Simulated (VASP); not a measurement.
Output of a VASP run:

### OSZICAR
```
       N       E                     dE             d eps       ncg     rms          rms(c)
DAV:   1     0.154423308859E+03    0.15442E+03   -0.11845E+04   320   0.134E+03
DAV:   2    -0.213046353252E+01   -0.15655E+03   -0.15338E+03   424   0.246E+02
DAV:   3    -0.120316011393E+02   -0.99011E+01   -0.98925E+01   408   0.670E+01
DAV:   4    -0.124118680829E+02   -0.38027E+00   -0.38015E+00   600   0.108E+01
DAV:   5    -0.124149363945E+02   -0.30683E-02   -0.30682E-02   424   0.838E-01    0.103E+01
DAV:   6    -0.120872666854E+02    0.32767E+00   -0.93382E-01   448   0.556E+00    0.688E+00
DAV:   7    -0.121244757578E+02   -0.37209E-01   -0.50861E-01   480   0.457E+00    0.232E+00
DAV:   8    -0.121480838100E+02   -0.23608E-01   -0.66943E-02   432   0.176E+00    0.374E-01
DAV:   9    -0.121506148114E+02   -0.25310E-02   -0.31389E-03   448   0.342E-01    0.146E-01
DAV:  10    -0.121531956890E+02   -0.25809E-02   -0.25869E-03   368   0.399E-01    0.338E-02
DAV:  11    -0.121532719462E+02   -0.76257E-04   -0.15403E-04   480   0.819E-02    0.389E-02
DAV:  12    -0.121532824737E+02   -0.10528E-04   -0.21298E-05   368   0.350E-02    0.128E-02
DAV:  13    -0.121532856314E+02   -0.31577E-05   -0.10990E-05   424   0.250E-02    0.300E-03
DAV:  14    -0.121532857231E+02   -0.91633E-07   -0.29773E-07   336   0.514E-03
   1 F= -.12153286E+02 E0= -.12153286E+02  d E =-.121533E+02
```

OUTCAR:
```
------------------------ aborting loop because EDIFF is reached ----------------------------------------
  FORCE on cell =-STRESS in cart. coord.  units (eV):
  Direction    XX          YY          ZZ          XY          YZ          ZX
  --------------------------------------------------------------------------------------
  Total        0.0026564      0.0026564      0.0026564      0.0000000      0.0000000     -0.0000000
  in kB        0.0458987      0.0458987      0.0458987      0.0000000      0.0000000     -0.0000000
  external PRESSURE =       0.0458987 kB  Pullay stress =       0.0000000 kB
  volume of cell :       92.73
      direct lattice vectors                 reciprocal lattice vectors
     0.000000000  3.592466729  3.592466729    -0.139180134  0.139180134  0.139180134
     3.592466729  0.000000000  3.592466729     0.139180134 -0.139180134  0.139180134
     3.592466729  3.592466729  0.000000000     0.139180134  0.139180134 -0.139180134
 POSITION                                       TOTAL-FORCE (eV/Angst)
 -----------------------------------------------------------------------------------
      0.00000      0.00000      0.00000        -0.000000      0.000000     -0.000000
      1.79623      1.79623      1.79623         0.000000      0.000000      0.000000
      5.38870      5.38870      5.38870        -0.000000     -0.000000      0.000000
 -----------------------------------------------------------------------------------
    total drift:                               -0.000000     -0.000000      0.000000
  FREE ENERGIE OF THE ION-ELECTRON SYSTEM (eV)
  ---------------------------------------------------
  free  energy   TOTEN  =       -12.1532857231 eV

  energy  without entropy=      -12.1532857231  energy(sigma->0) =      -12.15328572

 reached required accuracy - stopping structural energy minimisation
```
(Selected blocks of OUTCAR.)

### POSCAR
```
SrCl2
1
    0.0000000000     3.5924667295     3.5924667295
    3.5924667295     0.0000000000     3.5924667295
    3.5924667295     3.5924667295    -0.0000000000
Sr Cl
1 2
Direct
  0.0000000000   0.0000000000   0.0000000000
  0.2500000000   0.2500000000   0.2500000000
  0.7500000000   0.7500000000   0.7500000000
```

Q: Reconstruct the remaining input files.

A: One answer among several that fit: the input of the run itself, RPBE GGA, plane waves, VASP's PBE PAW potentials (set 64).

**INCAR**
```
SYSTEM = SrCl2
PREC = Accurate
ENCUT = 520
EDIFF = 1E-6
NELM = 100
ALGO = Normal
LREAL = .FALSE.
LASPH = .TRUE.
ISMEAR = 0
SIGMA = 0.05
GGA = RP
LMAXMIX = 4
LWAVE = .FALSE.
LCHARG = .FALSE.
IBRION = 2
ISIF = 3
NSW = 60
EDIFFG = -0.02
```

**KPOINTS**
```
Regular mesh
0
Gamma
  5 5 5
```

POTCAR, in this order: Sr_sv Cl (PBE.64 set). Program: vasp_std.

The compound is SrCl2 in the fluorite structure. It was relaxed first, which changed the volume by +9 %. The start is the result of an earlier pass.
